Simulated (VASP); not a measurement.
# PbF2 (Fluorocronite) with PBE: from relaxation to properties, part 4 of 6

Aim: relax PbF2 (Fluorocronite), then compute properties on the relaxed cell. The start is a cell from a database of measured crystal structures.

VASP 6.6.1; PBE; plane waves and PAW (Pb_d, F).

So far, gap on the k-mesh (eV): step 2 (full relaxation (PBE)) 4.46; step 6 (density of states (PBE)) 4.43.

### 8. Response to an electric field (PBE)

The response to a static field gives the electronic dielectric tensor and the Born charges. It needs tightly converged orbitals, hence the small EDIFF.

INCAR reads:

```
SYSTEM = PbF2
PREC = Accurate
ENCUT = 520
EDIFF = 1E-08
NELM = 100
ISMEAR = 0
SIGMA = 0.01
LREAL = .FALSE.
ALGO = Normal
GGA = PE
NBANDS = 20
LORBIT = 11
LWAVE = .FALSE.
LCHARG = .FALSE.
KPAR = 2
LEPSILON = .TRUE.
```

POSCAR reads:

```
PbF2
1.0
    0.0000000000      2.9964786990      2.9964786990
    2.9964786990      0.0000000000      2.9964786990
    2.9964786990      2.9964786990      0.0000000000
Pb F
1 2
Direct
    0.0000000000      0.0000000000      0.0000000000
    0.2500000000      0.2500000000      0.2500000000
    0.7500000000      0.7500000000      0.7500000000
```

KPOINTS reads:

```
Automatic mesh
0
Gamma
10 10 10
0 0 0
```

Potentials, in the order of the species: Pb_d and F (PBE family, release 64).

Command:

```bash
> mpirun -np 2 vasp_std
```

Output:

```text
[... set-up lines as in an earlier step ...]
 entering main loop
       N       E                     dE             d eps       ncg     rms          rms(c)
DAV:   1     0.297039710287E+03    0.29704E+03   -0.14879E+04  1900   0.159E+03
DAV:   2     0.115149372495E+02   -0.28552E+03   -0.26940E+03  2016   0.428E+02
DAV:   3    -0.155087850976E+02   -0.27024E+02   -0.26683E+02  2176   0.144E+02
DAV:   4    -0.163248497607E+02   -0.81606E+00   -0.81546E+00  2128   0.263E+01
DAV:   5    -0.163541651520E+02   -0.29315E-01   -0.29309E-01  2324   0.521E+00    0.806E+00
DAV:   6    -0.143643773542E+02    0.19898E+01   -0.96002E+00  2536   0.243E+01    0.275E+00
DAV:   7    -0.143575478868E+02    0.68295E-02   -0.47500E-01  1948   0.429E+00    0.158E+00
DAV:   8    -0.143523946958E+02    0.51532E-02   -0.10597E-01  1964   0.364E+00    0.521E-01
DAV:   9    -0.143495566190E+02    0.28381E-02   -0.20456E-02  2416   0.103E+00    0.105E-01
DAV:  10    -0.143507363952E+02   -0.11798E-02   -0.18073E-03  1900   0.433E-01    0.363E-02
DAV:  11    -0.143507018963E+02    0.34499E-04   -0.15846E-04  2212   0.125E-01    0.135E-02
DAV:  12    -0.143507140258E+02   -0.12129E-04   -0.65414E-05  2068   0.776E-02    0.125E-02
DAV:  13    -0.143507113138E+02    0.27119E-05   -0.25040E-05  2384   0.485E-02    0.282E-03
DAV:  14    -0.143507113287E+02   -0.14821E-07   -0.13108E-06  2124   0.790E-03    0.463E-04
DAV:  15    -0.143507113533E+02   -0.24614E-07   -0.29278E-08  2120   0.133E-03    0.333E-04
DAV:  16    -0.143507113525E+02    0.75579E-09   -0.56481E-09  1584   0.107E-03
   1 F= -.14350711E+02 E0= -.14350711E+02  d E =-.779770E-27
 Linear response reoptimize wavefunctions to high precision
DAV:   1    -0.143507113608E+02   -0.83173E-08   -0.20888E-09  1468   0.383E-04
DAV:   2    -0.143507113609E+02   -0.36380E-10   -0.27798E-10  1164   0.227E-04
 Linear response G [H, r] |phi>, progress :
  Direction:   1
       N       E                     dE             d eps       ncg     rms
RMM:   1    -0.107539862833E+03   -0.10754E+03    0.33071E+01  3168   0.124E+02
RMM:   2    -0.105480919708E+03    0.20589E+01   -0.13485E+01  3102   0.291E+01
RMM:   3    -0.105532028555E+03   -0.51109E-01   -0.81294E-01  3201   0.819E+00
RMM:   4    -0.105539032974E+03   -0.70044E-02   -0.14312E-01  3170   0.361E+00
RMM:   5    -0.105540851364E+03   -0.18184E-02   -0.29468E-02  3149   0.150E+00
RMM:   6    -0.105541268435E+03   -0.41707E-03   -0.10663E-02  3193   0.856E-01
RMM:   7    -0.105541423775E+03   -0.15534E-03   -0.41838E-03  3206   0.477E-01
RMM:   8    -0.105541469568E+03   -0.45793E-04   -0.16443E-03  3351   0.277E-01
RMM:   9    -0.105541480298E+03   -0.10730E-04   -0.41011E-04  3409   0.127E-01
RMM:  10    -0.105541481089E+03   -0.79083E-06   -0.11141E-04  3461   0.640E-02
RMM:  11    -0.105541481137E+03   -0.48182E-07   -0.25183E-05  3291   0.288E-02
RMM:  12    -0.105541480529E+03    0.60789E-06   -0.12575E-05  3094   0.159E-02
RMM:  13    -0.105541481640E+03   -0.11105E-05   -0.20818E-04  2881   0.681E-03
RMM:  14    -0.105541481424E+03    0.21592E-06   -0.14554E-04  2762   0.444E-03
RMM:  15    -0.105541481590E+03   -0.16590E-06   -0.17582E-04  2755   0.314E-03
RMM:  16    -0.105541481298E+03    0.29154E-06   -0.11896E-04  2712   0.246E-03
RMM:  17    -0.105541481572E+03   -0.27315E-06   -0.18199E-04  2690   0.207E-03
RMM:  18    -0.105541481530E+03    0.41251E-07   -0.14441E-04  2665   0.190E-03
RMM:  19    -0.105541481611E+03   -0.80884E-07   -0.12521E-04  2643   0.182E-03
RMM:  20    -0.105541481518E+03    0.92788E-07   -0.16979E-04  2620   0.179E-03
RMM:  21    -0.105541481575E+03   -0.56344E-07   -0.16794E-04  2591   0.175E-03
 Linear response G [H, r] |phi>, progress :
  Direction:   2
       N       E                     dE             d eps       ncg     rms
RMM:   1    -0.108425483116E+03   -0.10843E+03    0.11130E+01  3198   0.122E+02
RMM:   2    -0.104077645835E+03    0.43478E+01   -0.14415E+01  3085   0.295E+01
RMM:   3    -0.104115017496E+03   -0.37372E-01   -0.85360E-01  3192   0.843E+00
RMM:   4    -0.104125491505E+03   -0.10474E-01   -0.14284E-01  3131   0.352E+00
RMM:   5    -0.104127067596E+03   -0.15761E-02   -0.25223E-02  3151   0.142E+00
RMM:   6    -0.104127584215E+03   -0.51662E-03   -0.84913E-03  3181   0.779E-01
RMM:   7    -0.104127676446E+03   -0.92231E-04   -0.29065E-03  3153   0.419E-01
RMM:   8    -0.104127761461E+03   -0.85014E-04   -0.16034E-03  3355   0.250E-01
RMM:   9    -0.104127750133E+03    0.11327E-04   -0.48778E-04  3356   0.129E-01
RMM:  10    -0.104127764740E+03   -0.14607E-04   -0.36041E-04  3442   0.670E-02
RMM:  11    -0.104127755082E+03    0.96579E-05   -0.18287E-04  3309   0.308E-02
RMM:  12    -0.104127763616E+03   -0.85337E-05   -0.24927E-04  3117   0.170E-02
RMM:  13    -0.104127765228E+03   -0.16123E-05   -0.25576E-04  2836   0.664E-03
RMM:  14    -0.104127754177E+03    0.11051E-04   -0.13275E-04  2724   0.350E-03
RMM:  15    -0.104127737553E+03    0.16624E-04    0.36394E-05  2697   0.237E-03
RMM:  16    -0.104127764685E+03   -0.27133E-04   -0.26336E-04  2683   0.174E-03
RMM:  17    -0.104127764217E+03    0.46877E-06   -0.30593E-04  2615   0.144E-03
RMM:  18    -0.104127770370E+03   -0.61532E-05   -0.41985E-04  2578   0.129E-03
RMM:  19    -0.104127767880E+03    0.24900E-05   -0.49215E-04  2550   0.122E-03
RMM:  20    -0.104127756116E+03    0.11764E-04   -0.72612E-04  2510   0.117E-03
RMM:  21    -0.104127711099E+03    0.45016E-04   -0.16648E-03  2454   0.116E-03
RMM:  22    -0.104127725272E+03   -0.14172E-04    0.18492E-05  2388   0.114E-03
 Linear response G [H, r] |phi>, progress :
  Direction:   3
       N       E                     dE             d eps       ncg     rms
RMM:   1    -0.102487842067E+03   -0.10249E+03    0.94486E+01  3113   0.125E+02
RMM:   2    -0.105058248355E+03   -0.25704E+01   -0.99649E+00  3022   0.261E+01
RMM:   3    -0.105135775257E+03   -0.77527E-01   -0.58282E-01  3142   0.725E+00
RMM:   4    -0.105145576484E+03   -0.98012E-02   -0.12243E-01  3142   0.303E+00
RMM:   5    -0.105147575493E+03   -0.19990E-02   -0.24908E-02  3106   0.133E+00
RMM:   6    -0.105147963040E+03   -0.38755E-03   -0.10194E-02  3116   0.722E-01
RMM:   7    -0.105148024230E+03   -0.61190E-04   -0.34682E-03  3174   0.400E-01
RMM:   8    -0.105148032517E+03   -0.82869E-05   -0.11575E-03  3264   0.212E-01
RMM:   9    -0.105148039075E+03   -0.65575E-05   -0.26250E-04  3314   0.924E-02
RMM:  10    -0.105148037722E+03    0.13528E-05   -0.44259E-05  3326   0.431E-02
RMM:  11    -0.105148039058E+03   -0.13366E-05   -0.16837E-05  3101   0.203E-02
RMM:  12    -0.105148039028E+03    0.30908E-07   -0.67859E-06  2794   0.118E-02
[...]
RMM:   2    -0.396691888163E+00   -0.18312E-01   -0.19593E-02  3303   0.980E-01
RMM:   3    -0.397001714969E+00   -0.30983E-03   -0.13940E-03  3341   0.298E-01
RMM:   4    -0.397037440216E+00   -0.35725E-04   -0.26405E-04  3185   0.118E-01
RMM:   5    -0.397043761606E+00   -0.63214E-05   -0.47505E-05  3249   0.542E-02
RMM:   6    -0.397045657840E+00   -0.18962E-05   -0.23716E-05  3297   0.302E-02
RMM:   7    -0.397045598082E+00    0.59758E-07   -0.96865E-06  3263   0.174E-02
RMM:   8    -0.397045658249E+00   -0.60167E-07   -0.36458E-06  3280   0.110E-02
RMM:   9    -0.397045662338E+00   -0.40890E-08   -0.60374E-07  2868   0.466E-03
RMM:  10    -0.397045664204E+00   -0.18658E-08   -0.17148E-07  2280   0.254E-03
RMM:  11    -0.397045664175E+00    0.28419E-10   -0.35327E-08  1864   0.114E-03
 change of polarisation eV/A/(eV/A) component  1 :     0.794    -0.037    -0.054
 dielectric tensor                  component  1 :     3.670    -0.123    -0.182
 Linear response to external field (no local field effect), progress :
  Direction:   2
       N       E                     dE             d eps       ncg     rms          rms(c)
RMM:   1    -0.342016611800E+00   -0.34202E+00   -0.13183E+00  3378   0.396E+00
RMM:   2    -0.360197779906E+00   -0.18181E-01   -0.15961E-02  3272   0.927E-01
RMM:   3    -0.360418823940E+00   -0.22104E-03   -0.10048E-03  3338   0.296E-01
RMM:   4    -0.360465507636E+00   -0.46684E-04   -0.22608E-04  3148   0.116E-01
RMM:   5    -0.360469002071E+00   -0.34944E-05   -0.46541E-05  3247   0.595E-02
RMM:   6    -0.360472403711E+00   -0.34016E-05   -0.31050E-05  3301   0.324E-02
RMM:   7    -0.360472130901E+00    0.27281E-06   -0.99382E-06  3235   0.185E-02
RMM:   8    -0.360472234131E+00   -0.10323E-06   -0.38132E-06  3276   0.115E-02
RMM:   9    -0.360472232741E+00    0.13904E-08   -0.69814E-07  2933   0.516E-03
RMM:  10    -0.360472235225E+00   -0.24843E-08   -0.18389E-07  2337   0.275E-03
RMM:  11    -0.360472235737E+00   -0.51151E-09   -0.29672E-08  1919   0.109E-03
 change of polarisation eV/A/(eV/A) component  2 :    -0.037     0.721     0.075
 dielectric tensor                  component  2 :    -0.123     3.424     0.251
 Linear response to external field (no local field effect), progress :
  Direction:   3
       N       E                     dE             d eps       ncg     rms          rms(c)
RMM:   1    -0.388699862991E+00   -0.38870E+00   -0.16196E+00  3379   0.400E+00
RMM:   2    -0.407809027684E+00   -0.19109E-01   -0.20036E-02  3314   0.973E-01
RMM:   3    -0.408148228304E+00   -0.33920E-03   -0.15428E-03  3333   0.267E-01
RMM:   4    -0.408176835200E+00   -0.28607E-04   -0.20442E-04  3106   0.991E-02
RMM:   5    -0.408181198707E+00   -0.43635E-05   -0.31907E-05  3185   0.443E-02
RMM:   6    -0.408182147950E+00   -0.94924E-06   -0.11827E-05  3216   0.236E-02
RMM:   7    -0.408182151639E+00   -0.36883E-08   -0.42729E-06  3192   0.132E-02
RMM:   8    -0.408182202295E+00   -0.50657E-07   -0.14726E-06  3056   0.766E-03
RMM:   9    -0.408182199460E+00    0.28355E-08   -0.33677E-07  2723   0.383E-03
RMM:  10    -0.408182199922E+00   -0.46193E-09   -0.86238E-08  2263   0.196E-03
 change of polarisation eV/A/(eV/A) component  3 :    -0.054     0.075     0.816
 dielectric tensor                  component  3 :    -0.182     0.251     3.745
 Linear response to external field, progress :
  Direction:   1
       N       E                     dE             d eps       ncg     rms          rms(c)
RMM:   1    -0.369718527707E+00   -0.36972E+00   -0.14932E+00  7319   0.400E+00
RMM:   2    -0.388232190292E+00   -0.18514E-01   -0.18541E-02  7137   0.960E-01    0.117E+00
RMM:   3    -0.353962787177E+00    0.34269E-01   -0.28346E-02  6335   0.120E+00    0.577E-01
RMM:   4    -0.362508952340E+00   -0.85462E-02   -0.26604E-02  7186   0.105E+00    0.139E-01
RMM:   5    -0.369018169920E+00   -0.65092E-02   -0.13189E-03  7056   0.323E-01    0.245E-02
RMM:   6    -0.370317283110E+00   -0.12991E-02   -0.13385E-04  6688   0.125E-01    0.138E-02
RMM:   7    -0.370485144744E+00   -0.16786E-03   -0.48683E-05  6286   0.586E-02    0.173E-03
RMM:   8    -0.370590878950E+00   -0.10573E-03   -0.82005E-06  6931   0.273E-02    0.875E-04
RMM:   9    -0.370566584136E+00    0.24295E-04   -0.40920E-06  6749   0.136E-02    0.341E-04
RMM:  10    -0.370574839675E+00   -0.82555E-05   -0.40119E-07  7013   0.707E-03    0.117E-04
RMM:  11    -0.370574622979E+00    0.21670E-06   -0.43118E-07  7103   0.319E-03    0.674E-05
RMM:  12    -0.370574370283E+00    0.25270E-06    0.18474E-07  6433   0.145E-03    0.283E-05
RMM:  13    -0.370573969910E+00    0.40037E-06   -0.27738E-07  5358   0.554E-04    0.215E-05
RMM:  14    -0.370573721999E+00    0.24791E-06    0.79152E-08  4759   0.238E-04    0.402E-06
 change of polarisation eV/A/(eV/A) component  1 :     0.680    -0.019    -0.011
 dielectric tensor                  component  1 :     3.285    -0.064    -0.037
 Linear response to external field, progress :
  Direction:   2
       N       E                     dE             d eps       ncg     rms          rms(c)
RMM:   1    -0.369688654465E+00   -0.36969E+00   -0.14929E+00  7344   0.401E+00
RMM:   2    -0.388231997944E+00   -0.18543E-01   -0.18551E-02  7133   0.960E-01    0.117E+00
RMM:   3    -0.353959824675E+00    0.34272E-01   -0.28339E-02  6340   0.120E+00    0.577E-01
RMM:   4    -0.362507412973E+00   -0.85476E-02   -0.26601E-02  7192   0.105E+00    0.139E-01
RMM:   5    -0.369015574127E+00   -0.65082E-02   -0.13162E-03  7062   0.322E-01    0.245E-02
RMM:   6    -0.370317334899E+00   -0.13018E-02   -0.13147E-04  6693   0.125E-01    0.138E-02
RMM:   7    -0.370485325124E+00   -0.16799E-03   -0.49683E-05  6295   0.586E-02    0.172E-03
RMM:   8    -0.370590703856E+00   -0.10538E-03   -0.71845E-06  6948   0.275E-02    0.875E-04
RMM:   9    -0.370566675447E+00    0.24028E-04   -0.44904E-06  6750   0.136E-02    0.341E-04
RMM:  10    -0.370574819372E+00   -0.81439E-05   -0.26066E-07  7014   0.718E-03    0.117E-04
RMM:  11    -0.370574626299E+00    0.19307E-06   -0.54052E-07  7042   0.322E-03    0.673E-05
RMM:  12    -0.370574314728E+00    0.31157E-06    0.24274E-07  6438   0.150E-03    0.297E-05
RMM:  13    -0.370573933851E+00    0.38088E-06   -0.23796E-07  5438   0.589E-04    0.212E-05
RMM:  14    -0.370573729742E+00    0.20411E-06    0.94075E-08  4656   0.243E-04    0.258E-06
 change of polarisation eV/A/(eV/A) component  2 :    -0.004     0.680     0.015
 dielectric tensor                  component  2 :    -0.013     3.285     0.050
 Linear response to external field, progress :
  Direction:   3
       N       E                     dE             d eps       ncg     rms          rms(c)
RMM:   1    -0.369689105595E+00   -0.36969E+00   -0.14929E+00  7342   0.400E+00
RMM:   2    -0.388233705004E+00   -0.18545E-01   -0.18517E-02  7134   0.960E-01    0.117E+00
RMM:   3    -0.353958454646E+00    0.34275E-01   -0.28332E-02  6342   0.120E+00    0.577E-01
RMM:   4    -0.362507093596E+00   -0.85486E-02   -0.26609E-02  7192   0.105E+00    0.139E-01
RMM:   5    -0.369013861994E+00   -0.65068E-02   -0.13117E-03  7063   0.322E-01    0.245E-02
RMM:   6    -0.370317300919E+00   -0.13034E-02   -0.13186E-04  6694   0.125E-01    0.138E-02
RMM:   7    -0.370485354640E+00   -0.16805E-03   -0.49142E-05  6290   0.585E-02    0.172E-03
RMM:   8    -0.370590706989E+00   -0.10535E-03   -0.73186E-06  6948   0.277E-02    0.874E-04
RMM:   9    -0.370566834858E+00    0.23872E-04   -0.44388E-06  6759   0.136E-02    0.339E-04
RMM:  10    -0.370574817962E+00   -0.79831E-05   -0.26290E-07  7005   0.719E-03    0.117E-04
RMM:  11    -0.370574611802E+00    0.20616E-06   -0.52603E-07  7045   0.323E-03    0.675E-05
RMM:  12    -0.370574285854E+00    0.32595E-06    0.23141E-07  6440   0.150E-03    0.293E-05
RMM:  13    -0.370573911712E+00    0.37414E-06   -0.22123E-07  5381   0.595E-04    0.212E-05
RMM:  14    -0.370573708995E+00    0.20272E-06    0.11129E-07  4700   0.238E-04    0.260E-06
 change of polarisation eV/A/(eV/A) component  3 :     0.010     0.004     0.680
 dielectric tensor                  component  3 :     0.033     0.014     3.285
 Born effective charges drift removed
```

The job ended after 12 min (2 MPI ranks of AMD EPYC 7R43, shared host; peak memory 0.8 GiB).

From OUTCAR (step 8):

```text
   k-points           NKPTS =     47   k-points in BZ     NKDIM =     47   number of bands    NBANDS=     20

   NELECT =      28.0000    total number of electrons

  Total        0.0194841      0.0194841      0.0194841     -0.0000000     -0.0000000     -0.0000000
  in kB        0.5801316      0.5801316      0.5801316     -0.0000000     -0.0000000     -0.0000000
  external PRESSURE =       0.5801316 kB  Pullay stress =       0.0000000 kB

 POSITION                                       TOTAL-FORCE (eV/Angst)
 -----------------------------------------------------------------------------------
      0.00000      0.00000      0.00000         0.000000      0.000000      0.000000
      1.49824      1.49824      1.49824         0.000000     -0.000000     -0.000000
      4.49472      4.49472      4.49472        -0.000000     -0.000000      0.000000
 -----------------------------------------------------------------------------------
    total drift:                                0.000000     -0.000000      0.000000

 MACROSCOPIC STATIC DIELECTRIC TENSOR (including local field effects in DFT)
 ------------------------------------------------------
           3.285212     0.000000    -0.000000
          -0.000000     3.285212    -0.000000
          -0.000000     0.000000     3.285212
 ------------------------------------------------------

 PIEZOELECTRIC TENSOR (including local field effects)  for field in x, y, z        (C/m^2)
          XX          YY          ZZ          XY          YZ          ZX
  --------------------------------------------------------------------------------
  x     0.00000     0.00000     0.00000     0.00000     0.00000     0.00000
  y     0.00000     0.00000     0.00000     0.00000     0.00000     0.00000
  z     0.00000     0.00000     0.00000     0.00000     0.00000     0.00000

 BORN EFFECTIVE CHARGES (including local field effects) (in |e|, cummulative output)
 ---------------------------------------------------------------------------------
 ion    1
    1     3.16416     0.00000     0.00000
    2     0.00000     3.16416     0.00000
    3     0.00000     0.00000     3.16416
 ion    2
    1    -1.58208     0.00000     0.00000
    2     0.00000    -1.58208     0.00000
    3     0.00000     0.00000    -1.58208
 ion    3
    1    -1.58208     0.00000     0.00000
    2     0.00000    -1.58208     0.00000
    3     0.00000     0.00000    -1.58208

[... 7 parts as in an earlier step ...]

[... 3 further parts left out ...]
```

Energies printed during the response cycles are not total energies of the cell.

This step gave:

```yaml
bands: 20
fermi_energy: 1.556 eV
pressure: 0.05801 GPa
```

Electronic dielectric tensor with local fields:

```
3.29 0.00 0.00
0.00 3.29 0.00
0.00 0.00 3.29
```

Born effective charge (e), principal values of the symmetric part by kind of site:

```
atom  atoms with these values    low  middle   high   mean
 Pb1                        1   3.16    3.16   3.16   3.16
  F2                        2  -1.58   -1.58  -1.58  -1.58
```

In full for F2:

```
-1.58  0.00  0.00
 0.00 -1.58  0.00
 0.00  0.00 -1.58
```

The Born charges sum to zero; the printed set may have that rule imposed, so this is no test. The mean Born charge of F, -1.58 e, exceeds its nominal -1, the mark of charge that flows along bonds as atoms move.

[end of part 4 of 6]

[Lines on the potential files, build, host, timing and source positions are cut from VASP's logs without a mark.]

[Logs are printed without paths, hosts, clocks, repeated set-up lines and the standing remarks that a program may print on its own settings, such as how far it seeks lower states.]

[Hosts, paths, dates, database ids (printed as entryN), source tags and the programs' standing remarks are cut or masked in the printed files.]

[A measured line is paired with the nearest computed mode of its activity, which favours agreement.]
